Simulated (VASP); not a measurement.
Energy against volume of C (diamond). These are HSEsol screened hybrid, VASP's PBE PAW potentials (set 64) (plane waves; VASP 6.6.1) values and carry that method's errors. Run with 520 eV cut-off, 10×10×10 Γ-centred mesh, Gaussian smearing of 0.050 eV, potentials C.

```
V (Å³/atom)  E (eV/atom)
-----------  -----------
5.191          -10.88226
5.362          -10.90917
5.533          -10.91774
5.704          -10.91037
```

### Question
Fit these four points and predict the energy of the run at 5.875 Å³/atom.

### Answer
A cubic in V^(−2/3), the third-order Birch-Murnaghan form, passes through the four points with V0 = 5.54 Å³/atom and B0 = 482 GPa, and gives -10.8891 eV/atom there. The run gave -10.8892 eV/atom, -0.1 meV/atom from the fit; all five points give B0 = 480 GPa.

The compound is C in the diamond structure. It was relaxed first. The cell's shape comes from a PBE relaxation.
